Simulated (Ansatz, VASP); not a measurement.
Si in VASP and in Ansatz

Contents of INCAR:

```
SYSTEM = Si
  PREC = Accurate
  ENCUT = 520
  EDIFF = 1E-7
  ISMEAR = 0
  SIGMA = 0.05
  LREAL = .False.
  LASPH = .True.
  NELM = 80
  ALGO = Normal
  ISIF = 2
  LWAVE = .False.
  LCHARG = .True.
  GGA = CA
  LELF = .True.
  LVHAR = .True.
  NBANDS = 11
```

The input KPOINTS:

```
regular mesh
0
Gamma
  12 12 12
  0 0 0
```

File POSCAR:

```
Si
1.0
    0.0000000000      2.6397076127      3.1665932522
    2.6397076127      0.0000000000      3.1665932522
    2.6397076127      2.6397076127      0.0000000000
Si
2
Direct
    0.5000000000      0.5000000000      0.5000000000
    0.7500000000      0.7500000000      0.7500000000
```

Input for Ansatz:

```yaml
crystal:
  lattice:
    - [0.0, 2.6397076127, 3.1665932522]
    - [2.6397076127, 0.0, 3.1665932522]
    - [2.6397076127, 2.6397076127, 0.0]
  atoms:
    - { symbol: Si, position: [0.5, 0.5, 0.5] }
    - { symbol: Si, position: [0.75, 0.75, 0.75] }
basis:
  ecutwfc: 420
kpoints:
  mp_grid: { grid: [12, 12, 12] }
hamiltonian:
  xc: lda
  pseudopotentials: { kind: paw, azcp: { folder: soft_1 } }
scf:
  occupations: { method: gaussian, width: 0.05 }
output:
  forces: true
  stress: true
  eigenvalues: true
```

Alike in both runs: task single point; functional LDA; k mesh 12 × 12 × 12; occupations gaussian, width 0.05 eV; no spin polarisation.

|  | VASP | Ansatz |
| --- | --- | --- |
| version | VASP 6.6.1 | Ansatz 0.2.0 |
| potentials or method | VASP PAW LDA potentials, release 64 (Si) | scalar-relativistic, plane waves, PAW |
| plane-wave cutoff (eV) | 520 | 420 |
| valence electrons in the cell | 8 | 8 |

VASP gave:

* gap on the k mesh at the Fermi level (eV): none
* pressure (GPa): -8.8
* largest component of the traceless stress (GPa): 13.50

Task: What did Ansatz give for the same quantities?

Result: gap on the k mesh at the Fermi level (eV): none; pressure (GPa): -8.8; largest component of the traceless stress (GPa): 13.48.

A gap of «none» marks a metal or a gap that the smearing closes. Ansatz warned: «pseudo_functional_mismatch».
